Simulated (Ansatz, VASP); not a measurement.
## CaCu2S2: VASP beside Ansatz

Aim: how closely do two programs agree when they are given the same cell, functional and k mesh? Other levels of theory on this material are compared in a session of their own.

Main program and level: Ansatz 0.2.0; plane waves, with VASP 6.6.1 beside it; dielectric response at PBE.

## (1) The starting structure

It takes space group P-3m1 (No. 164, trigonal). The conventional cell has a = 3.940 Å, b = 3.940 Å, c = 6.523 Å, α = 90.00°, β = 90.00°, γ = 120.00°. Nearest to Cu lie 4 S at 2.41 Å. Ca has 6 S at 2.81 Å nearest. Nearest to S lie 4 Cu at 2.41 Å and 3 Ca at 2.81 Å. Farther neighbours and most contacts between anions are not listed.

## (2) VASP: dielectric response, PBE

The response to a field tests empty states and converges slowly with the mesh.

Lines of VASP's logs that name or quote its potential files are left out, and so is its time.

The input, INCAR:

```
SYSTEM = CaCu2S2
PREC = Accurate
ENCUT = 400
EDIFF = 1E-08
NELM = 100
ISMEAR = 0
SIGMA = 0.01
LREAL = .FALSE.
ALGO = Normal
GGA = PE
NBANDS = 28
LASPH = .TRUE.
LWAVE = .FALSE.
LCHARG = .FALSE.
KPAR = 4
LEPSILON = .TRUE.
```

The input, POSCAR:

```
CaCu2S2
1.0
    3.9399999606      0.0000000000      0.0000000000
   -1.9699999803      3.4121400568      0.0000000000
    0.0000000000      0.0000000000      6.5230000000
Cu Ca S
2 1 2
Direct
    0.6666666667      0.3333333333      0.6235100000
    0.3333333333      0.6666666667      0.3764900000
    0.0000000000      0.0000000000      0.0000000000
    0.6666666667      0.3333333333      0.2537000000
    0.3333333333      0.6666666667      0.7463000000
```

The input, KPOINTS:

```
Automatic mesh
0
Gamma
9 9 5
0 0 0
```

Potentials, in the order of the species: Cu, Ca_sv and S (PBE family, release 64).

The run is started by

```sh
$ mpirun -np 4 vasp_std
```

Numbers of over 12 decimals in the logs are rounded to 6 here.

What it wrote:

```text
[banner, memory and clock lines left out]
running    4 mpi-ranks, on    1 nodes
 distrk:  each k-point on    1 cores,    4 groups
 distr:  one band on    1 cores,    1 groups

 POSCAR found type information on POSCAR CuCaS
 POSCAR found :  3 types and       5 ions
 LDA part: xc-table for (Slater+PW92), standard interpolation
 POSCAR, INCAR and KPOINTS ok, starting setup
 FFT: planning ... GRIDC
 FFT: planning ... GRID_SOFT
 FFT: planning ... GRID
 WAVECAR not read
 entering main loop
       N       E                     dE             d eps       ncg     rms          rms(c)
DAV:   1     0.360551621503E+03    0.36055E+03   -0.17142E+04  2800   0.159E+03
DAV:   2     0.952307401231E+01   -0.35103E+03   -0.34175E+03  2816   0.382E+02
DAV:   3    -0.229044338375E+02   -0.32428E+02   -0.31562E+02  4004   0.130E+02
DAV:   4    -0.248328679205E+02   -0.19284E+01   -0.19120E+01  5048   0.298E+01
DAV:   5    -0.248847053699E+02   -0.51837E-01   -0.51678E-01  4224   0.416E+00    0.146E+01
DAV:   6    -0.256521048276E+02   -0.76740E+00   -0.65809E+01  4268   0.136E+02    0.132E+01
DAV:   7    -0.222531308971E+02    0.33990E+01   -0.15418E+01  3616   0.943E+01    0.611E+00
DAV:   8    -0.223427718163E+02   -0.89641E-01   -0.44855E+00  4448   0.292E+01    0.266E+00
DAV:   9    -0.223220317598E+02    0.20740E-01   -0.38263E-01  5016   0.883E+00    0.791E-01
DAV:  10    -0.223246724999E+02   -0.26407E-02   -0.25142E-02  4380   0.111E+00    0.587E-01
DAV:  11    -0.223221822414E+02    0.24903E-02   -0.73062E-03  4632   0.166E+00    0.318E-01
DAV:  12    -0.223220682757E+02    0.11397E-03   -0.58148E-03  4524   0.123E+00    0.490E-02
DAV:  13    -0.223220957440E+02   -0.27468E-04   -0.58505E-04  3276   0.143E-01    0.591E-02
DAV:  14    -0.223220798801E+02    0.15864E-04   -0.69015E-05  4888   0.641E-02    0.300E-02
DAV:  15    -0.223220711452E+02    0.87349E-05   -0.61634E-05  4496   0.156E-01    0.134E-02
DAV:  16    -0.223220723094E+02   -0.11642E-05   -0.12102E-05  3200   0.191E-02    0.407E-03
DAV:  17    -0.223220726120E+02   -0.30256E-06   -0.29375E-06  4580   0.140E-02    0.411E-03
DAV:  18    -0.223220726292E+02   -0.17240E-07   -0.40873E-07  4168   0.620E-03    0.272E-03
DAV:  19    -0.223220727022E+02   -0.73032E-07   -0.10868E-07  3712   0.187E-03    0.945E-04
DAV:  20    -0.223220727029E+02   -0.64665E-09   -0.10159E-07  4656   0.331E-03    0.710E-04
DAV:  21    -0.223220726907E+02    0.12209E-07   -0.10857E-08  2044   0.153E-03    0.428E-04
DAV:  22    -0.223220726877E+02    0.29440E-08   -0.44314E-09  1900   0.866E-04
   1 F= -.22322073E+02 E0= -.22322073E+02  d E =-.836469E-87
 Linear response reoptimize wavefunctions to high precision
DAV:   1    -0.223220726905E+02   -0.28294E-08   -0.11948E-08  3272   0.177E-03
DAV:   2    -0.223220726906E+02   -0.31832E-10   -0.12032E-09  1876   0.238E-04
DAV:   3    -0.223220726906E+02   -0.65484E-10   -0.28487E-10  1868   0.165E-04
 Linear response G [H, r] |phi>, progress :
  Direction:   1
       N       E                     dE             d eps       ncg     rms
RMM:   1    -0.145491954470E+03   -0.14549E+03    0.53959E+02  4677   0.281E+02
RMM:   2    -0.130138815218E+03    0.15353E+02   -0.87789E+01  4683   0.803E+01
RMM:   3    -0.136326621167E+03   -0.61878E+01   -0.43158E+01  6300   0.277E+01
RMM:   4    -0.137021680729E+03   -0.69506E+00   -0.47703E+00  6910   0.865E+00
RMM:   5    -0.137163027267E+03   -0.14135E+00   -0.11070E+00  7370   0.336E+00
RMM:   6    -0.137201106433E+03   -0.38079E-01   -0.31216E-01  7603   0.163E+00
RMM:   7    -0.137211559857E+03   -0.10453E-01   -0.92118E-02  7646   0.852E-01
RMM:   8    -0.137214753749E+03   -0.31939E-02   -0.30823E-02  7713   0.461E-01
RMM:   9    -0.137215769520E+03   -0.10158E-02   -0.11343E-02  7693   0.261E-01
RMM:  10    -0.137216061087E+03   -0.29157E-03   -0.40008E-03  7704   0.151E-01
RMM:  11    -0.137216166705E+03   -0.10562E-03   -0.15551E-03  7655   0.914E-02
RMM:  12    -0.137216199459E+03   -0.32753E-04   -0.53584E-04  7628   0.574E-02
RMM:  13    -0.137216213663E+03   -0.14204E-04   -0.17314E-04  7565   0.388E-02
RMM:  14    -0.137216223622E+03   -0.99590E-05   -0.64249E-05  7515   0.277E-02
RMM:  15    -0.137216229628E+03   -0.60065E-05   -0.40891E-05  7462   0.215E-02
RMM:  16    -0.137216230647E+03   -0.10188E-05   -0.16100E-05  7422   0.178E-02
RMM:  17    -0.137216237753E+03   -0.71059E-05   -0.71750E-05  7395   0.156E-02
RMM:  18    -0.137216239226E+03   -0.14726E-05   -0.80298E-05  7350   0.143E-02
RMM:  19    -0.137216238356E+03    0.86973E-06   -0.69976E-05  7327   0.135E-02
RMM:  20    -0.137216238303E+03    0.52507E-07   -0.69984E-05  7264   0.130E-02
RMM:  21    -0.137216243381E+03   -0.50776E-05   -0.13033E-04  7171   0.127E-02
RMM:  22    -0.137216236550E+03    0.68314E-05   -0.56198E-05  7122   0.125E-02
 Linear response G [H, r] |phi>, progress :
  Direction:   2
       N       E                     dE             d eps       ncg     rms
[...]
RMM:  16    -0.180844516477E+01   -0.16065E-07   -0.30204E-06  6696   0.153E-03
RMM:  17    -0.180844516871E+01   -0.39359E-08   -0.26845E-06  6581   0.137E-03
RMM:  18    -0.180844517056E+01   -0.18523E-08   -0.29765E-06  6385   0.127E-03
RMM:  19    -0.180844517307E+01   -0.25102E-08   -0.25773E-06  6215   0.122E-03
RMM:  20    -0.180844517369E+01   -0.61566E-09   -0.29377E-06  6083   0.118E-03
[...]
RMM:   5    -0.184056837319E+01    0.27271E-02   -0.32595E-02 15230   0.784E-01    0.197E-01
RMM:   6    -0.186062022681E+01   -0.20052E-01   -0.11261E-02 15917   0.406E-01    0.917E-02
RMM:   7    -0.186025735079E+01    0.36288E-03   -0.44391E-03 15992   0.241E-01    0.327E-02
RMM:   8    -0.186127284601E+01   -0.10155E-02   -0.13618E-03 16791   0.117E-01    0.197E-02
RMM:   9    -0.186243655721E+01   -0.11637E-02   -0.29306E-04 14852   0.784E-02    0.922E-03
RMM:  10    -0.186250561766E+01   -0.69060E-04   -0.19535E-04 16005   0.462E-02    0.845E-03
RMM:  11    -0.186256928291E+01   -0.63665E-04   -0.73084E-05 17238   0.240E-02    0.476E-03
RMM:  12    -0.186261805851E+01   -0.48776E-04   -0.25346E-05 17348   0.142E-02    0.200E-03
RMM:  13    -0.186263723027E+01   -0.19172E-04   -0.11489E-05 17676   0.809E-03    0.676E-04
RMM:  14    -0.186263898406E+01   -0.17538E-05   -0.57600E-06 17925   0.491E-03    0.533E-04
RMM:  15    -0.186264212349E+01   -0.31394E-05   -0.29486E-06 17402   0.329E-03    0.147E-04
RMM:  16    -0.186264133051E+01    0.79297E-06   -0.31885E-06 17556   0.240E-03    0.122E-04
RMM:  17    -0.186264069388E+01    0.63663E-06   -0.21157E-06 17521   0.185E-03    0.126E-04
RMM:  18    -0.186264171383E+01   -0.10199E-05   -0.43222E-06 17292   0.158E-03    0.570E-05
RMM:  19    -0.186264213148E+01   -0.41766E-06   -0.17486E-06 16873   0.140E-03    0.379E-05
RMM:  20    -0.186264213876E+01   -0.72812E-08   -0.19017E-06 16086   0.130E-03    0.315E-05
RMM:  21    -0.186264249883E+01   -0.36007E-06   -0.23144E-06 15878   0.125E-03    0.409E-06
 change of polarisation eV/A/(eV/A) component  1 :     3.525    -0.479    -0.127
 dielectric tensor                  component  1 :     8.274    -0.988    -0.263
 Linear response to external field, progress :
  Direction:   2
       N       E                     dE             d eps       ncg     rms          rms(c)
RMM:   1    -0.813160572001E+00   -0.81316E+00   -0.16038E-01  9043   0.256E+01
RMM:   2    -0.169456017429E+01   -0.88140E+00    0.60702E-01 11828   0.553E+00    0.195E+00
RMM:   3    -0.177700272649E+01   -0.82443E-01   -0.18501E-01 13031   0.271E+00    0.118E+00
RMM:   4    -0.184165474065E+01   -0.64652E-01   -0.19110E-01 13904   0.225E+00    0.279E-01
RMM:   5    -0.184075742632E+01    0.89731E-03   -0.31974E-02 14125   0.868E-01    0.195E-01
RMM:   6    -0.185560418389E+01   -0.14847E-01   -0.92952E-03 13384   0.586E-01    0.103E-01
RMM:   7    -0.186051477365E+01   -0.49106E-02   -0.38684E-03 13992   0.357E-01    0.352E-02
RMM:   8    -0.186085335331E+01   -0.33858E-03   -0.27067E-03 17477   0.166E-01    0.276E-02
RMM:   9    -0.186272811335E+01   -0.18748E-02   -0.67252E-04 17255   0.865E-02    0.647E-03
RMM:  10    -0.186243002128E+01    0.29809E-03   -0.26679E-04 16782   0.498E-02    0.725E-03
RMM:  11    -0.186248989093E+01   -0.59870E-04   -0.10181E-04 17819   0.273E-02    0.492E-03
RMM:  12    -0.186254854927E+01   -0.58658E-04   -0.40830E-05 18154   0.153E-02    0.367E-03
RMM:  13    -0.186261568402E+01   -0.67135E-04   -0.20526E-05 17446   0.934E-03    0.128E-03
RMM:  14    -0.186263315889E+01   -0.17475E-04   -0.12120E-05 18141   0.564E-03    0.746E-04
RMM:  15    -0.186264169919E+01   -0.85403E-05   -0.94090E-06 17946   0.372E-03    0.128E-04
RMM:  16    -0.186264427537E+01   -0.25762E-05   -0.85456E-06 18135   0.255E-03    0.476E-05
RMM:  17    -0.186264417012E+01    0.10525E-06   -0.89368E-06 17454   0.195E-03    0.656E-05
RMM:  18    -0.186264493665E+01   -0.76653E-06   -0.77612E-06 17726   0.160E-03    0.392E-05
RMM:  19    -0.186264527278E+01   -0.33612E-06   -0.86914E-06 16996   0.140E-03    0.260E-05
RMM:  20    -0.186264509500E+01    0.17777E-06   -0.71443E-06 16251   0.128E-03    0.119E-05
RMM:  21    -0.186264533179E+01   -0.23679E-06   -0.74235E-06 15494   0.122E-03    0.100E-05
RMM:  22    -0.186264548656E+01   -0.15477E-06   -0.69724E-06 15013   0.118E-03    0.613E-06
 change of polarisation eV/A/(eV/A) component  2 :    -0.479     3.525    -0.000
 dielectric tensor                  component  2 :    -0.988     8.274    -0.000
 Linear response to external field, progress :
  Direction:   3
       N       E                     dE             d eps       ncg     rms          rms(c)
RMM:   1    -0.804464228365E+00   -0.80446E+00    0.16219E-01  3848   0.262E+01
RMM:   2    -0.172660739195E+01   -0.92214E+00    0.87051E-01  5098   0.577E+00    0.204E+00
RMM:   3    -0.179018541966E+01   -0.63578E-01   -0.39365E-02  4564   0.488E+00    0.124E+00
RMM:   4    -0.183127575852E+01   -0.41090E-01   -0.21988E-01  4982   0.355E+00    0.691E-01
RMM:   5    -0.187509435674E+01   -0.43819E-01   -0.13798E-01  5454   0.273E+00    0.308E-01
RMM:   6    -0.188553127525E+01   -0.10437E-01   -0.67906E-02  6324   0.103E+00    0.246E-01
RMM:   7    -0.190285042641E+01   -0.17319E-01   -0.95493E-03  5832   0.618E-01    0.177E-01
RMM:   8    -0.190739933399E+01   -0.45489E-02   -0.10103E-02  6289   0.440E-01    0.662E-02
RMM:   9    -0.190852257541E+01   -0.11232E-02   -0.25358E-03  6709   0.187E-01    0.477E-02
RMM:  10    -0.190949957782E+01   -0.97700E-03   -0.78082E-04  5740   0.190E-01    0.462E-02
RMM:  11    -0.191024452815E+01   -0.74495E-03   -0.33620E-04  5847   0.125E-01    0.134E-02
RMM:  12    -0.191046256062E+01   -0.21803E-03   -0.27294E-04  6760   0.656E-02    0.147E-02
RMM:  13    -0.191067571688E+01   -0.21316E-03   -0.70726E-05  6380   0.457E-02    0.253E-03
RMM:  14    -0.191066771597E+01    0.80009E-05   -0.43199E-05  7226   0.238E-02    0.337E-03
[...]
RMM:  18    -0.191069927751E+01   -0.23514E-05   -0.95198E-06  7472   0.278E-03    0.205E-04
RMM:  19    -0.191069997185E+01   -0.69434E-06   -0.12123E-06  7410   0.201E-03    0.864E-05
RMM:  20    -0.191069994673E+01    0.25118E-07    0.23267E-07  7130   0.162E-03    0.100E-04
RMM:  21    -0.191070071095E+01   -0.76422E-06    0.72227E-08  7125   0.143E-03    0.304E-05
RMM:  22    -0.191070044337E+01    0.26758E-06    0.13314E-06  7007   0.127E-03    0.227E-05
RMM:  23    -0.191070045606E+01   -0.12693E-07    0.11646E-06  6483   0.120E-03    0.115E-05
RMM:  24    -0.191070056707E+01   -0.11101E-06    0.96894E-07  6205   0.117E-03    0.113E-05
RMM:  25    -0.191070052170E+01    0.45365E-07    0.14491E-06  5842   0.115E-03    0.924E-06
 change of polarisation eV/A/(eV/A) component  3 :    -0.586    -0.213     3.585
 dielectric tensor                  component  3 :    -1.210    -0.440     8.397
 Born effective charges drift removed
```

From OUTCAR (step 2):

```text
ion  position               nearest neighbor table
   1  0.667  0.333  0.624-   5 2.41   5 2.41   5 2.41   4 2.41   2 2.79   2 2.79   2 2.79
   2  0.333  0.667  0.376-   4 2.41   4 2.41   4 2.41   5 2.41   1 2.79   1 2.79   1 2.79
   3  0.000  0.000  0.000-   4 2.81   5 2.81   4 2.81   5 2.81   4 2.81   5 2.81
   4  0.667  0.333  0.254-   2 2.41   2 2.41   2 2.41   1 2.41   3 2.81   3 2.81   3 2.81
   5  0.333  0.667  0.746-   1 2.41   1 2.41   1 2.41   2 2.41   3 2.81   3 2.81   3 2.81

  LATTYP: Found a hexagonal cell.
 ALAT       =     3.9399999606
 C/A-ratio  =     1.6555837729

 Subroutine GETGRP returns: Found 12 space group operations
 (whereof 12 operations were pure point group operations)

The static configuration has the point symmetry D_3d.

 Found     50 irreducible k-points:

   k-points           NKPTS =     50   k-points in BZ     NKDIM =     50   number of bands    NBANDS=     28

   dimension x,y,z NGX =    28 NGY =   28 NGZ =   48
   dimension x,y,z NGXF=    56 NGYF=   56 NGZF=   96

   ENCUT  =  400.0 eV  29.40 Ry    5.42 a.u.   6.43  6.43 10.64*2*pi/ulx,y,z

   NELECT =      44.0000    total number of electrons

 k-points in reciprocal lattice and weights: Automatic mesh
   0.00000000  0.00000000  0.00000000       0.002
   0.11111111 -0.00000000  0.00000000       0.015
   0.22222222 -0.00000000  0.00000000       0.015
   0.33333333  0.00000000  0.00000000       0.015
   0.44444444 -0.00000000  0.00000000       0.015
   0.11111111  0.11111111  0.00000000       0.015
   0.22222222  0.11111111  0.00000000       0.030
   0.33333333  0.11111111  0.00000000       0.030
   0.44444444  0.11111111  0.00000000       0.015
[...]
-0.22222222 -0.44444444  0.40000000       0.030
   0.33333333  0.33333333  0.40000000       0.010

 average (electrostatic) potential at core
       1 -65.0295       2 -65.0295       3 -43.8493       4 -86.2808       5 -86.2808

  Total       -0.4446560     -0.4446560     -0.3238983      0.0000000      0.0000000      0.0000000
  in kB       -8.1238941     -8.1238941     -5.9176431      0.0000000      0.0000000      0.0000000
  external PRESSURE =      -7.3884771 kB  Pullay stress =       0.0000000 kB

  energy-cutoff  :      400.00
  volume of cell :       87.69
      direct lattice vectors                 reciprocal lattice vectors
     3.939999961  0.000000000  0.000000000     0.253807109  0.146535603  0.000000000
    -1.969999980  3.412140057  0.000000000     0.000000000  0.293071206  0.000000000
     0.000000000  0.000000000  6.523000000     0.000000000  0.000000000  0.153303695

 POSITION                                       TOTAL-FORCE (eV/Angst)
 -----------------------------------------------------------------------------------
      1.97000      1.13738      4.06716         0.000000     -0.000000      0.003928
     -0.00000      2.27476      2.45584         0.000000      0.000000     -0.003928
      0.00000      0.00000      0.00000        -0.000000      0.000000      0.000000
      1.97000      1.13738      1.65489         0.000000      0.000000      0.259259
     -0.00000      2.27476      4.86811        -0.000000     -0.000000     -0.259259
 -----------------------------------------------------------------------------------
    total drift:                               -0.000000      0.000000      0.000000

 MACROSCOPIC STATIC DIELECTRIC TENSOR (including local field effects in DFT)
 ------------------------------------------------------
           8.273823     0.000000     0.000000
           0.000000     8.273823    -0.000000
          -0.000000     0.000000     8.397396
 ------------------------------------------------------

 PIEZOELECTRIC TENSOR (including local field effects)  for field in x, y, z        (C/m^2)
          XX          YY          ZZ          XY          YZ          ZX
  --------------------------------------------------------------------------------
  x     0.00000     0.00000     0.00000     0.00000     0.00000     0.00000
  y     0.00000     0.00000     0.00000     0.00000     0.00000     0.00000
  z     0.00000     0.00000     0.00000     0.00000     0.00000     0.00000

 BORN EFFECTIVE CHARGES (including local field effects) (in |e|, cummulative output)
 ---------------------------------------------------------------------------------
 ion    1
    1     0.99122     0.00000     0.00000
    2     0.00000     0.99122     0.00000
    3     0.00000    -0.00000     0.69299
 ion    2
    1     0.99122     0.00000     0.00000
    2     0.00000     0.99122     0.00000
    3    -0.00000     0.00000     0.69299
 ion    3
    1     2.45653     0.00000     0.00000
    2     0.00000     2.45653     0.00000
    3     0.00000     0.00000     3.17975
 ion    4
    1    -2.21949     0.00000     0.00000
    2     0.00000    -2.21949     0.00000
    3    -0.00000    -0.00000    -2.28286
 ion    5
    1    -2.21949     0.00000     0.00000
    2     0.00000    -2.21949     0.00000
    3     0.00000    -0.00000    -2.28286
```

(Continued in part 2 of 2.)

[Lines on the potential files, build, host, timing and source positions are cut from VASP's logs without a mark.]

[Logs are printed without paths, hosts, clocks, repeated set-up lines and the standing remarks that a program may print on its own settings, such as how far it seeks lower states.]

[Hosts, paths, dates, database ids (printed as entryN), source tags and the programs' standing remarks are cut or masked in the printed files.]
